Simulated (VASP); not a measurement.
Level of theory: PBE GGA, VASP's PBE PAW potentials (set 64) (plane waves; VASP).

Input for VASP

### KPOINTS
```
Automatic mesh
0
Gamma
8 8 8
0 0 0
```

**POSCAR**
```
AuAl2
1
    0.0000000000     3.0155470000     3.0768290000
    3.0552330000     0.0000000000     3.0768290000
    3.0552330000     3.0155470000     0.0000000000
Al Au
2 1
Direct
  0.2500000000   0.2500000000   0.2500000000
  0.7500000000   0.7500000000   0.7500000000
 -0.0099650000   0.0099650000   0.0099650000
```

INCAR:
```
! general
SYSTEM  = AuAl2
PREC    = Accurate
ENCUT   = 520
LREAL   = F   ! projection in real space or not
LASPH   = T

! electronic loop
EDIFF   = 1E-6
NELM    = 100   ! most electronic steps
ALGO    = Normal   ! blocked Davidson
LMAXMIX = 6   ! l cut-off of mixed one-centre charges

! smearing
ISMEAR  = 1   ! Methfessel-Paxton
SIGMA   = 0.1

! functional
GGA     = PE

! ions
ISIF    = 2   ! forces and stress, cell fixed

! output
LWAVE   = F
LCHARG  = F
```

POTCAR, in this order: Al_GW Au (PBE.64 set). Program: vasp_std.

The run wrote:

OUTCAR:
```
 ion  position               nearest neighbor table
   1  0.250  0.250  0.250-   3 2.61   3 2.61   3 2.68   3 2.68
   2  0.750  0.750  0.750-   3 2.61   3 2.61   3 2.68   3 2.68
   3  0.990  0.010  0.010-   1 2.61   2 2.61   2 2.61   1 2.61   2 2.68   1 2.68   1 2.68   2 2.68
  LATTYP: Found a face centered orthorhombic cell.
 ALAT       =     6.0310940000
 B/A-ratio  =     1.0131604648
 C/A-ratio  =     1.0203220179
 Subroutine PRICEL returns:
 Original cell was already a primitive cell.
 Subroutine GETGRP returns: Found  4 space group operations
The static configuration has the point symmetry C_2v.
The dynamic configuration has the point symmetry C_2v.
 Subroutine INISYM returns: Found  4 space group operations
 Subroutine IBZKPT returns following result:
 Found     95 irreducible k-points:

 Following reciprocal coordinates:
            Coordinates               Weight
  0.000000  0.000000  0.000000      1.000000
  0.125000 -0.000000  0.000000      8.000000
  0.250000 -0.000000  0.000000      8.000000
  0.375000 -0.000000 -0.000000      8.000000
  0.500000 -0.000000  0.000000      4.000000
  0.125000  0.125000  0.000000      2.000000
  0.250000  0.125000  0.000000      8.000000
  0.375000  0.125000 -0.000000      8.000000
  0.500000  0.125000 -0.000000      8.000000
 -0.375000  0.125000  0.000000      8.000000
 -0.250000  0.125000  0.000000      8.000000
 -0.125000  0.125000  0.000000      4.000000
  0.250000  0.250000  0.000000      2.000000
  0.375000  0.250000 -0.000000      8.000000
  0.500000  0.250000  0.000000      8.000000
 -0.375000  0.250000  0.000000      8.000000
 -0.250000  0.250000  0.000000      4.000000
  0.375000  0.375000  0.000000      2.000000
  0.500000  0.375000  0.000000      8.000000
 -0.375000  0.375000  0.000000      4.000000
  0.500000  0.500000  0.000000      1.000000
  0.125000  0.000000  0.125000      2.000000
  0.250000  0.000000  0.125000      8.000000
  0.375000 -0.000000  0.125000      8.000000
  0.500000 -0.000000  0.125000      8.000000
 -0.375000  0.000000  0.125000      8.000000
 -0.250000  0.000000  0.125000      8.000000
 -0.125000  0.000000  0.125000      4.000000
  0.000000  0.125000  0.125000      2.000000
  0.250000  0.125000  0.125000      4.000000
  0.375000  0.125000  0.125000      8.000000
  0.500000  0.125000  0.125000      8.000000
 -0.375000  0.125000  0.125000      8.000000
 -0.250000  0.125000  0.125000      8.000000
 -0.125000  0.125000  0.125000      8.000000
  0.375000  0.250000  0.125000      4.000000
  0.500000  0.250000  0.125000      8.000000
 -0.375000  0.250000  0.125000      8.000000
 -0.250000  0.250000  0.125000      8.000000
 -0.125000  0.250000  0.125000      4.000000
   k-points           NKPTS =     95   k-points in BZ     NKDIM =     95   number of bands    NBANDS=     12
   number of dos      NEDOS =    301   number of ions     NIONS =      3
   total plane-waves  NPLWV =  32768
   dimension x,y,z NGX =    32 NGY =   32 NGZ =   32
   dimension x,y,z NGXF=    64 NGYF=   64 NGZF=   64
   ions per type =               2   1
   PREC   = accura    normal or accurate (medium, high low for compatibility)
   ISTART =      0    job   : 0-new  1-cont  2-samecut
   ICHARG =      2    charge: 1-file 2-atom 10-const
   ISPIN  =      1    spin polarized calculation?
   LNONCOLLINEAR =      F non collinear calculations
   LSORBIT =      F    spin-orbit coupling
   INIWAV =      1    electr: 0-lowe 1-rand  2-diag
   ENCUT  =  520.0 eV  38.22 Ry    6.18 a.u.   8.01  8.06  7.98*2*pi/ulx,y,z
   NELM   =    100;   NELMIN=  2; NELMDL= -5     # of ELM steps
   EDIFF  = 0.1E-05   stopping-criterion for ELM
...
```

OSZICAR:
```
       N       E                     dE             d eps       ncg     rms          rms(c)
DAV:   1     0.615842085687E+02    0.61584E+02   -0.69990E+03  2296   0.116E+03
DAV:   2    -0.107498630691E+02   -0.72334E+02   -0.66489E+02  2608   0.205E+02
DAV:   3    -0.131934627601E+02   -0.24436E+01   -0.23926E+01  2952   0.362E+01
DAV:   4    -0.132286760493E+02   -0.35213E-01   -0.35143E-01  2756   0.479E+00
DAV:   5    -0.132298398365E+02   -0.11638E-02   -0.11637E-02  3136   0.879E-01    0.851E+00
DAV:   6    -0.121208086230E+02    0.11090E+01   -0.62962E+00  2524   0.280E+01    0.396E+00
DAV:   7    -0.120467907946E+02    0.74018E-01   -0.29851E-01  2504   0.661E+00    0.181E+00
DAV:   8    -0.120198700778E+02    0.26921E-01   -0.32911E-02  2620   0.135E+00    0.333E-01
DAV:   9    -0.120188086731E+02    0.10614E-02   -0.37013E-03  2712   0.725E-01    0.151E-01
DAV:  10    -0.120189549450E+02   -0.14627E-03   -0.26836E-04  2536   0.131E-01    0.249E-02
DAV:  11    -0.120189563624E+02   -0.14175E-05   -0.19253E-05  2720   0.381E-02    0.105E-02
DAV:  12    -0.120189585983E+02   -0.22359E-05   -0.37275E-06  2508   0.143E-02    0.406E-03
DAV:  13    -0.120189587501E+02   -0.15179E-06   -0.62845E-07  1800   0.641E-03
   1 F= -.12018959E+02 E0= -.12018673E+02  d E =-.858319E-03
```

OUTCAR:
```
------------------------ aborting loop because EDIFF is reached ----------------------------------------
  FORCE on cell =-STRESS in cart. coord.  units (eV):
  Direction    XX          YY          ZZ          XY          YZ          ZX
  --------------------------------------------------------------------------------------
  Total       -0.7839929     -0.6686076     -0.7426286      0.0000000      0.0000000      0.0000000
  in kB      -22.1553655    -18.8946170    -20.9864252      0.0000000      0.0000000      0.0000000
  external PRESSURE =     -20.6788025 kB  Pullay stress =       0.0000000 kB
  volume of cell :       56.69
      direct lattice vectors                 reciprocal lattice vectors
     0.000000000  3.015547000  3.076829000    -0.163653640  0.165807397  0.162504969
     3.055233000  0.000000000  3.076829000     0.163653640 -0.165807397  0.162504969
     3.055233000  3.015547000  0.000000000     0.163653640  0.165807397 -0.162504969
 POSITION                                       TOTAL-FORCE (eV/Angst)
 -----------------------------------------------------------------------------------
      1.52762      1.50777      1.53841         0.206485      0.000000      0.000000
      4.58285      4.52332      4.61524         0.206485      0.000000      0.000000
      0.06089      3.01555      3.07683        -0.412969      0.000000      0.000000
 -----------------------------------------------------------------------------------
    total drift:                               -0.000100      0.000000     -0.000000
  FREE ENERGIE OF THE ION-ELECTRON SYSTEM (eV)
  ---------------------------------------------------
  free  energy   TOTEN  =       -12.0189587501 eV

  energy  without entropy=      -12.0181004314  energy(sigma->0) =      -12.01867264
```
(Selected blocks of OUTCAR.)

The compound is AuAl2 in the fluorite structure. The cell was not relaxed at this level, atoms are displaced from their ideal sites. The run is one of a series of settings (ENCUT = 520, POTCAR Al_GW Au (PBE.64 set) against the base run), some of them coarse on purpose. The electron count is odd and the run is not spin-polarised, which forces a metal.
